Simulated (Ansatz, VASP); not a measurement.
## Cross-check of SbAs (zincblende type (invented)) between VASP and Ansatz

Wanted: the spread between two codes on one cell, functional and k mesh. The cell is generated by rule, not measured, and may not be a known phase. The cell is taken from a series of runs on this material, whose earlier steps may have relaxed, scaled, displaced or heated it; both programs get it as it stands.

Calculated with Ansatz 0.2.0; plane waves, with VASP 6.6.1 beside it; relaxation of cell and atoms at PBEsol.

**1. Set-up**

It takes space group F-43m (No. 216, cubic). The conventional cell has a = 6.449 Å, b = 6.449 Å, c = 6.449 Å, α = 90.00°, β = 90.00°, γ = 90.00°. As has 4 Sb at 2.79 Å nearest. Sb has 4 As at 2.79 Å nearest. Farther neighbours are not listed.

Coordinates:

```cif
data_structure
_symmetry_space_group_name_H-M 'F-43m'
_symmetry_Int_Tables_number 216
_cell_length_a 6.4495
_cell_length_b 6.4495
_cell_length_c 6.4495
_cell_angle_alpha 90.000
_cell_angle_beta 90.000
_cell_angle_gamma 90.000
_cell_volume 268.27
loop_
_atom_site_label
_atom_site_type_symbol
_atom_site_symmetry_multiplicity
_atom_site_Wyckoff_symbol
_atom_site_fract_x
_atom_site_fract_y
_atom_site_fract_z
_atom_site_occupancy
As1 As 4 a 0.00000 0.00000 0.00000 1
Sb1 Sb 4 c 0.25000 0.25000 0.25000 1
```

**2. VASP: relaxation of cell and atoms, PBEsol**

The relaxed volume is the usual yardstick between codes: in a stiff, nearly cubic crystal its relative difference is about their pressure difference at one cell divided by the bulk modulus.

Lines of VASP's logs that name or quote its potential files are left out, and so is its time.

File INCAR:

```
SYSTEM = SbAs
PREC = Accurate
ENCUT = 500
EDIFF = 1E-07
NELM = 120
ISMEAR = 0
SIGMA = 0.1
LREAL = .FALSE.
ALGO = Normal
GGA = PS
NBANDS = 11
LORBIT = 11
LWAVE = .FALSE.
LCHARG = .FALSE.
ISIF = 3
IBRION = 2
NSW = 80
EDIFFG = -0.005
LASPH = .TRUE.
GGA_COMPAT = .FALSE.
NELMIN = 4
```

File POSCAR:

```
SbAs
1.0
    0.0000000000      3.2247270000      3.2247270000
    3.2247270000      0.0000000000      3.2247270000
    3.2247270000      3.2247270000      0.0000000000
As Sb
1 1
Direct
    0.0000000000      0.0000000000      0.0000000000
    0.7500000775      0.7500000775      0.7500000775
```

File KPOINTS:

```
Automatic mesh
0
Gamma
12 12 12
0 0 0
```

The projector-augmented-wave data sets are As and Sb (PBE family, release 64).

Command:

```sh
mpirun -np 1 vasp_std
```

Numbers of over 12 decimals in the logs are rounded to 6 here.

The program printed:

```text
[banner, memory and clock lines left out]
running    1 mpi-ranks, on    1 nodes
 distrk:  each k-point on    1 cores,    1 groups
 distr:  one band on    1 cores,    1 groups

 POSCAR found type information on POSCAR AsSb
 POSCAR found :  2 types and       2 ions
|                                                                             |
|               ----> ADVICE to this user running VASP <----                  |
|                                                                             |
|     You enforced a specific xc type in the INCAR file but a different       |
|     [... a line on the potential file left out ...]
|     I HOPE YOU KNOW WHAT YOU ARE DOING!                                     |
|                                                                             |

 LDA part: xc-table for (Slater+PW92), standard interpolation
 POSCAR, INCAR and KPOINTS ok, starting setup
 FFT: planning ... GRIDC
 FFT: planning ... GRID_SOFT
 FFT: planning ... GRID
 WAVECAR not read
 entering main loop
       N       E                     dE             d eps       ncg     rms          rms(c)
DAV:   1     0.257535800798E+02    0.25754E+02   -0.36137E+03  1584   0.693E+02
DAV:   2    -0.726578355190E+01   -0.33019E+02   -0.32065E+02  2190   0.108E+02
DAV:   3    -0.901516099830E+01   -0.17494E+01   -0.17386E+01  2024   0.242E+01
DAV:   4    -0.903074022774E+01   -0.15579E-01   -0.15577E-01  1759   0.271E+00
DAV:   5    -0.903091522001E+01   -0.17499E-03   -0.17499E-03  1893   0.322E-01    0.307E+00
DAV:   6    -0.895052450598E+01    0.80391E-01   -0.30215E-01  1690   0.182E+00    0.191E+00
DAV:   7    -0.894260124320E+01    0.79233E-02   -0.28871E-02  1806   0.913E-01    0.736E-01
DAV:   8    -0.894014095312E+01    0.24603E-02   -0.45277E-03  1692   0.340E-01    0.101E-01
DAV:   9    -0.894008808445E+01    0.52869E-04   -0.75404E-04  1809   0.143E-01    0.390E-02
DAV:  10    -0.894009404203E+01   -0.59576E-05   -0.35954E-05  1686   0.363E-02    0.197E-02
DAV:  11    -0.894009733369E+01   -0.32917E-05   -0.16564E-05  1779   0.176E-02    0.406E-03
DAV:  12    -0.894009720915E+01    0.12454E-06   -0.22864E-06  1759   0.724E-03    0.188E-03
DAV:  13    -0.894009720082E+01    0.83380E-08   -0.31116E-07  1782   0.299E-03
   1 F= -.89400972E+01 E0= -.89379624E+01  d E =-.894010E+01
 curvature:   0.00 expect dE= 0.000E+00 dE for cont linesearch  0.000E+00
 trial: gam= 0.00000 g(F)=  0.289E-41 g(S)=  0.942E-03 ort = 0.000E+00 (trialstep = 0.100E+01)
 search vector abs. value=  0.942E-03
 bond charge predicted
       N       E                     dE             d eps       ncg     rms          rms(c)
DAV:   1    -0.894175156187E+01   -0.16544E-02   -0.28432E-02  1683   0.806E-01    0.151E-01
DAV:   2    -0.894081871123E+01    0.93285E-03   -0.12252E-03  1623   0.187E-01    0.818E-02
DAV:   3    -0.894045242249E+01    0.36629E-03   -0.72785E-04  1680   0.126E-01    0.142E-02
DAV:   4    -0.894044398538E+01    0.84371E-05   -0.27565E-05  1808   0.271E-02    0.122E-02
DAV:   5    -0.894044347626E+01    0.50912E-06   -0.13010E-06  1728   0.731E-03    0.361E-03
DAV:   6    -0.894044346191E+01    0.14345E-07   -0.17160E-07  1534   0.245E-03
   2 F= -.89404435E+01 E0= -.89382454E+01  d E =-.346261E-03
 trial-energy change:   -0.000346  1 .order   -0.000340   -0.000942    0.000263
 step:   0.7872(harm=  0.7817)  dis= 0.00000  next Energy=    -8.940471 (dE=-0.374E-03)
 bond charge predicted
       N       E                     dE             d eps       ncg     rms          rms(c)
DAV:   1    -0.894053196703E+01   -0.88491E-04   -0.12864E-03  1683   0.171E-01    0.322E-02
DAV:   2    -0.894048919868E+01    0.42768E-04   -0.55737E-05  1620   0.400E-02    0.175E-02
DAV:   3    -0.894047166417E+01    0.17535E-04   -0.32896E-05  1683   0.268E-02    0.299E-03
DAV:   4    -0.894047107622E+01    0.58795E-06   -0.12499E-06  1811   0.578E-03    0.255E-03
DAV:   5    -0.894047101657E+01    0.59649E-07   -0.51001E-08   918   0.153E-03
   3 F= -.89404710E+01 E0= -.89382862E+01  d E =-.373816E-03
 curvature:  -0.39 expect dE=-0.155E-07 dE for cont linesearch -0.155E-07
 trial: gam= 0.00000 g(F)=  0.228E-41 g(S)=  0.398E-07 ort =-0.612E-05 (trialstep = 0.957E+00)
 search vector abs. value=  0.399E-07
 reached required accuracy - stopping structural energy minimisation
```

From OUTCAR (step 2):

```text
ion  position               nearest neighbor table
   1  0.000  0.000  0.000-   2 2.79   2 2.79   2 2.79   2 2.79
   2  0.750  0.750  0.750-   1 2.79   1 2.79   1 2.79   1 2.79

  LATTYP: Found a face centered cubic cell.
 ALAT       =     6.4494540000

 Subroutine GETGRP returns: Found 24 space group operations
 (whereof 24 operations were pure point group operations)

The static configuration has the point symmetry T_d .

 Found     72 irreducible k-points:

   k-points           NKPTS =     72   k-points in BZ     NKDIM =     72   number of bands    NBANDS=     11

   dimension x,y,z NGX =    36 NGY =   36 NGZ =   36
   dimension x,y,z NGXF=    72 NGYF=   72 NGZF=   72

   ENCUT  =  500.0 eV  36.75 Ry    6.06 a.u.   8.31  8.31  8.31*2*pi/ulx,y,z

   NELECT =      10.0000    total number of electrons

 k-points in reciprocal lattice and weights: Automatic mesh
   0.00000000  0.00000000  0.00000000       0.001
   0.08333333  0.00000000  0.00000000       0.005
   0.16666667  0.00000000  0.00000000       0.005
   0.25000000  0.00000000  0.00000000       0.005
   0.33333333  0.00000000  0.00000000       0.005
   0.41666667  0.00000000  0.00000000       0.005
   0.50000000  0.00000000  0.00000000       0.002
   0.08333333  0.08333333  0.00000000       0.003
   0.16666667  0.08333333  0.00000000       0.014
[...]
-0.33333333  0.50000000  0.16666667       0.007
  -0.25000000  0.50000000  0.25000000       0.003

 average (electrostatic) potential at core
       1 -50.8371       2 -88.9205

 E-fermi :   3.8598

 k-point     1 :       0.0000    0.0000    0.0000
  band No.  band energies     occupation
      1      -8.9696      2.00000
      2      -1.5556      2.00000
      3       1.9107      2.00000
      4       1.9108      2.00000
      5       1.9108      2.00000
      6       4.5449      0.00000
      7       4.5449      0.00000
      8       4.5449      0.00000
      9       8.2087      0.00000
     10      11.0209      0.00000
    ...

 k-point     2 :       0.0833    0.0000    0.0000
  band No.  band energies     occupation
      1      -8.9149      2.00000
      2      -1.8228      2.00000
      3       1.8234      2.00000
      4       1.8234      2.00000
      5       1.9502      2.00000
      6       4.6619      0.00000
      7       4.6717      0.00000
      8       4.6717      0.00000
      9       8.5121      0.00000
     10      10.7026      0.00000
    ...

 k-point     3 :       0.1667    0.0000    0.0000
  band No.  band energies     occupation
      1      -8.7549      2.00000
      2      -2.4677      2.00000
      3       1.6184      2.00000
      4       1.6184      2.00000
      5       1.9275      2.00000
      6       4.9726      0.00000
      7       4.9726      0.00000
      8       5.1129      0.00000
      9       9.2138      0.00000
     10      10.3309      0.00000
    ...

  Total        0.0007416      0.0007416      0.0007416     -0.0000000     -0.0000000      0.0000000
  in kB        0.0178324      0.0178324      0.0178324     -0.0000000     -0.0000000      0.0000000
  external PRESSURE =       0.0178324 kB  Pullay stress =       0.0000000 kB

  energy-cutoff  :      500.00
  volume of cell :       66.63
      direct lattice vectors                 reciprocal lattice vectors
     0.000000000  3.217739115  3.217739115    -0.155388607  0.155388607  0.155388607
     3.217739115 -0.000000000  3.217739115     0.155388607 -0.155388607  0.155388607
     3.217739115  3.217739115 -0.000000000     0.155388607  0.155388607 -0.155388607

 POSITION                                       TOTAL-FORCE (eV/Angst)
 -----------------------------------------------------------------------------------
      0.00000     -0.00000      0.00000         0.000000      0.000000      0.000000
      4.82661      4.82661      4.82661        -0.000000     -0.000000     -0.000000
 -----------------------------------------------------------------------------------
    total drift:                               -0.000088     -0.000088     -0.000088

  FREE ENERGIE OF THE ION-ELECTRON SYSTEM (eV)
  ---------------------------------------------------
  free  energy   TOTEN  =        -8.9404710166 eV

  energy  without entropy=       -8.9361013928  energy(sigma->0) =       -8.93828620

 reached required accuracy - stopping structural energy minimisation

 total charge
# of ion       s       p       d       tot
------------------------------------------
    1        1.330   1.336   0.029   2.695
    2        1.251   1.080   0.035   2.366
--------------------------------------------------
tot          2.580   2.416   0.064   5.061

[... 3 further parts left out ...]
```

CONTCAR:

```
SbAs
   1.00000000000000
     0.0000000000000000    3.2177391151981229    3.2177391151981229
     3.2177391151981229   -0.0000000000000000    3.2177391151981229
     3.2177391151981229    3.2177391151981229   -0.0000000000000000
  As              Sb
     1     1
Direct
     0.0000000000000000    0.0000000000000000    0.0000000000000000
     0.7500000774999975    0.7500000774999975    0.7500000774999975
```

**3. Ansatz: relaxation of cell and atoms, PBEsol**

Ansatz runs on its default PAW (the set named soft_2) files.

The same cell, functional, mesh and smearing now go to Ansatz, which takes its cutoff from its data sets.

File input.yaml:

```yaml
crystal:
  lattice:
    - [0.0, 3.2247274783, 3.2247274783]
    - [3.2247274783, 0.0, 3.2247274783]
    - [3.2247274783, 3.2247274783, 0.0]
  atoms:
    - { symbol: As, position: [0.0, 0.0, 0.0] }
    - { symbol: Sb, position: [0.75, 0.75, 0.75] }
kpoints:
  mp_grid: { grid: [12, 12, 12] }
hamiltonian:
  xc: pbesol
scf:
  occupations: { method: gaussian, width: 0.1 }
output:
  forces: true
  stress: true
  eigenvalues: true
  write_density: true
  write_potential: true
  elf: true
  volumetric_format: npy
relax:
  adjacent_minimum: "off"
  f_tol: 0.005
  max_steps: 80
  cell: { stress_tol: 0.05 }
```

Command:

```sh
ansatz run input.yaml --threads 2 --pin off --max-ram 5120MiB --backend cpu --events-out ev --progress --plain --runs-dir out
```

The program printed:

```text
Engine: ansatz 0.2.0, aarch64-unknown-linux-gnu
Pseudopotentials: kind: paw
Pseudopotential: As, paw, valence charge 15, recommended cutoff 420 eV (normal), As.paw.azcp
Pseudopotential: Sb, paw, valence charge 15, recommended cutoff 420 eV (normal), Sb.paw.azcp
Functional definition: PBEsol
  exchange = pbesol_x
  correlation = pbesol_c
Crystal: 2 atoms, lattice volume = 67.067 Å³
Basis set: ecut = 420 eV, 1363 PW (Γ), exchange–correlation on 64×64×64 points (8 copies of the dense FFT grid, shifted against one another)
Bands: 19, of which v1, the nominal top of the filled ones, is band 15 counted from 1 (14 counted from 0)
Symmetry: 24 space group operations
Space group: F-43m (ITA 216), of the structure as read, at distance tolerance 4.1e-5 Å
k-points: 72 of 1728 (time reversal used)
Non-local potential: As, projectors of the file, l = 0: 2, l = 1: 2, l = 2: 3, l = 3: 1
Non-local potential: Sb, projectors of the file, l = 0: 2, l = 1: 2, l = 2: 2, l = 3: 2
PAW form: soft (Blöchl's): semilocal exchange-correlation on the pseudo side does not see the compensation charge
PAW frozen core: As, regenerated for the run's functional, and the local potential with it (the file was generated under x = pbe(κ = 0.804, μ = 0.219515), c = pbe(β = 0.066725))
PAW frozen core: Sb, regenerated for the run's functional, and the local potential with it (the file was generated under x = pbe(κ = 0.804, μ = 0.219515), c = pbe(β = 0.066725))
PAW one-centre angular grid: As, 590 points (default); XC on 64 Gauss nodes
PAW one-centre angular grid: Sb, 590 points (default); XC on 64 Gauss nodes
Initial density: superposition of atomic densities (neutral atoms: chi_scale 0, normalization atom), corrected by the library's trained network
Initial wavefunctions: pseudopotential atomic-orbital guess
Functional: x = pbesol(κ = 0.804, μ = 0.123457), c = pbesol(β = 0.046)
SCF iter   1: F=—  HF=-11220.376349 eV  |F-HF|=—  |Δ(HF+E_count)|=         —  Δρ=2.00e-3  dr2=3.35e-3  ethr=1.77e-3  ⟨swp⟩=5.6  Hψ=6777  notcnv=0
preconditioner: auto → Kerker (q_TF=auto, 2.386 Å⁻¹)  [metal: Δε(μ)=0.115 eV  Ē_g=8.721 eV  σ=0.100 eV  W_gap=0.48  n_scr=14 (ndim 8)  ℏωp=14.3 eV  f_vac=0.112  D(μ)=0.88/eV (n_scr^D=0)]
SCF iter   2: F=—  HF=-11220.374682 eV  |F-HF|=—  |Δ(HF+E_count)|=   1.67e-3  Δρ=1.16e-3  dr2=8.88e-4  ethr=1.12e-5  ⟨swp⟩=2.4  Hψ=2969  notcnv=0
SCF iter   3: F=—  HF=-11220.374656 eV  |F-HF|=—  |Δ(HF+E_count)|=   2.69e-5  Δρ=3.14e-4  dr2=1.35e-4  ethr=2.96e-6  ⟨swp⟩=2.0  Hψ=2046  notcnv=0
SCF iter   4: F=—  HF=-11220.374665 eV  |F-HF|=—  |Δ(HF+E_count)|=   9.57e-6  Δρ=1.71e-4  dr2=4.60e-5  ethr=4.51e-7  ⟨swp⟩=1.4  Hψ=1410  notcnv=0
SCF iter   5: F=—  HF=-11220.374679 eV  |F-HF|=—  |Δ(HF+E_count)|=   1.36e-5  Δρ=5.66e-5  dr2=5.33e-6  ethr=1.53e-7  ⟨swp⟩=2.0  Hψ=1590  notcnv=0
SCF iter   6: F=—  HF=-11220.374682 eV  |F-HF|=—  |Δ(HF+E_count)|=   3.43e-6  Δρ=2.64e-5  dr2=3.52e-7  ethr=1.78e-8  ⟨swp⟩=2.0  Hψ=2455  notcnv=0
SCF iter   7: F=-11220.374682 eV  HF=-11220.374682 eV  |F-HF|=1.61e-7  |Δ(HF+E_count)|=   5.75e-7  Δρ=1.29e-5  dr2=8.80e-8  ethr=3.33e-10  ⟨swp⟩=9.9  Hψ=12118  notcnv=0
SCF 1 converged in 7 iterations: F = -11220.374682 eV  dr2 = 8.80e-8
  greatest PAW one-centre occupation: 0.999 electrons in one spin orbital (limit 2), on the As atom at site 0 (counted from 0), in its partial waves of l = 2
relax step   1: F+E_penalty+E_count = -11220.37468179 eV  Δ(F+E_penalty+E_count) = +0.000e0 eV  max|allowed force component| = 5.274e-16 eV/Å  Δτ_max = 0.0000 Å  P = -0.392 GPa  Ω = 67.067 Å³  (7 SCF iters, dr2 threshold 1.00e-7 eV, accepted)
[...]
relax step   2: F+E_penalty+E_count = -11220.37541815 eV  Δ(F+E_penalty+E_count) = -7.364e-4 eV  max|allowed force component| = 4.533e-16 eV/Å  Δτ_max = 0.0000 Å  P = +0.189 GPa  Ω = 66.143 Å³  energy of the carried Pulay correction = +1.356e-4 eV  (4 SCF iters, dr2 threshold 2.00e-7 eV, accepted)
[...]
relax step   3: F+E_penalty+E_count = -11220.37554774 eV  Δ(F+E_penalty+E_count) = -1.296e-4 eV  max|allowed force component| = 6.569e-16 eV/Å  Δτ_max = 0.0000 Å  P = -0.002 GPa  Ω = 66.441 Å³  energy of the carried Pulay correction = +9.159e-5 eV  (4 SCF iters, dr2 threshold 8.97e-8 eV, accepted)
[...]
relax step   4: F+E_penalty+E_count = -11220.37545554 eV  Δ(F+E_penalty+E_count) = +9.220e-5 eV  max|allowed force component| = 5.459e-16 eV/Å  Δτ_max = 0.0000 Å  P = -0.002 GPa  Ω = 66.441 Å³  stress off target by 1.67e-3 GPa  SCF on the basis re-selected at this cell (its energy is not comparable with the rows above)  (5 SCF iters)
basis re-selected at this cell: Δ(F+E_penalty+E_count) = +9.220e-5 eV, ΔP = +0.001 GPa vs the last step (what re-selecting the basis moved, of the pressure what is left beyond the Pulay correction that the steps carried, after the strain that the cell walked since its last selection, with what the two solves' SCF thresholds leave and, on support functions, any second-order correction that the steps lacked; it is no m [...]
SCF converged after 5 iterations
Free energy (F): -11220.375456 eV
Harris-Foulkes:  -11220.375456 eV  (|F-HF|=7.28e-12)
Internal energy: -11220.371100 eV  (E = F + TS)
E sigma→0 (E₀):  -11220.373278 eV
Entropy (-TS):   -0.004356 eV (-2.178 meV/atom)
Fermi energy:    6.870971 eV
--- Per-component energies (eV) ---
  E_band       = -499.217914
  E_kinetic    = 308.668797
  E_local      = -3940.606630  (includes V_loc(G=0)·N_el)
  E_nonlocal   = -305.431146
  E_hartree    = 1935.988016
  E_xc         = -215.228914
  E_vxc        = -174.433444  (∫ρ·V_xc dr)
  E_paw        = -6290.503297  (= ΣΔE_a)
  E_vpaw       = -259.391468  (= ΣTr[D̂ρ^β])
  E_aug_tail   = 0.000006  (compensation charges beyond the density's cutoff)
  E_ewald      = -2714.556217
  E_core_change = 1.298286  (= ΣΔE_core)
  E_smearing   = -0.004356  (= −TS)
  E_closure    = 0.000000  (closes the sum)
  Σ components = -11220.375456   (vs F -11220.375456, Δ=0.00e0)
--- Forces (eV/Å), atoms counted from 1 ---
  atom   1  As     0.00000000    -0.00000000    -0.00000000
  atom   2  Sb    -0.00000000     0.00000000     0.00000000
  max |Σ_I F_I| component: 7.59e-16 eV/Å
--- Stress (GPa, compression-positive) ---
       -0.001670      -0.000000      -0.000000
       -0.000000      -0.001670       0.000000
       -0.000000       0.000000      -0.001670
  P = ⅓ Tr σ = -0.0017 GPa (-0.017 kbar)
--- Band table (eV; the first three rows and the last of 72) ---
  k-point 0: bands = [... 11 lower, 1.4489, 4.9203, 4.9203, 4.9203, 7.5577, 7.5577, 7.5577, 11.2232]
  k-point 1: bands = [... 11 lower, 1.1819, 4.8328, 4.8328, 4.9596, 7.6746, 7.6846, 7.6846, 11.5274]
  k-point 2: bands = [... 11 lower, 0.5372, 4.6276, 4.6276, 4.9365, 7.9861, 7.9861, 8.1261, 12.2310]
  k-point 71: bands = [... 11 lower, -2.6624, 2.6486, 2.6697, 7.8211, 7.9858, 9.3372, 10.1088, 13.1629]
--- Relaxed structure (3 steps of the walk, 3 accepted, 1 SCFs on fresh bases) ---
  F+E_penalty+E_count = -11220.37545554 eV   max|allowed force component| = 5.459e-16 eV/Å   (the final SCF, on the basis selected at the relaxed cell)
  cell:  # Å, volume = 66.4414 Å³
    - [0.0, 3.214668, 3.214668]
    - [3.214668, 0, 3.214668]
    - [3.214668, 3.214668, 0]
  atoms:
    - { symbol: As, position: [0, 0, 0] }
    - { symbol: Sb, position: [0.75, 0.75, 0.75] }
```

**4. Side by side**

Known differences besides the potentials themselves: the data sets hold 30 valence electrons in Ansatz (on its default PAW (the set named soft_2) files) and 10 in VASP; the cutoff is 420 eV in Ansatz and 500 eV in VASP; Ansatz makes its cores anew for this functional, VASP keeps those of its PBE data sets; Ansatz adds a Pulay correction to the stress that steers its cell, VASP none. Total energies have different zeros and are not compared.

Both answers:

```
                                         quantity  Ansatz   VASP  difference
                                      volume (Å³)   66.44  66.63     -0.29 %
edge a after relaxation, in the typed setting (Å)   4.546  4.551     -0.10 %
```

**5. Outcome**

```json
{"difference in volume (relaxation of cell and atoms, PBEsol)": "-0.29 %"}
```

In words: The difference in volume is -0.29 % (relaxation of cell and atoms, PBEsol), within the 1.2 % picked in this series as the mark of a large difference, as far as the stopping tolerances let one tell. The data sets hold unlike numbers of valence electrons (30 in Ansatz and 10 in VASP), so part of the differences comes from the potentials. 1 further run of this series is not shown here. How closely two codes agree says nothing of how well the functional describes the real material.

[Lines on the potential files, build, host, timing and source positions are cut from VASP's logs without a mark.]

[Logs are printed without paths, hosts, clocks, repeated set-up lines and the standing remarks that a program may print on its own settings, such as how far it seeks lower states.]

[Hosts, paths, dates, database ids (printed as entryN), source tags and the programs' standing remarks are cut or masked in the printed files.]
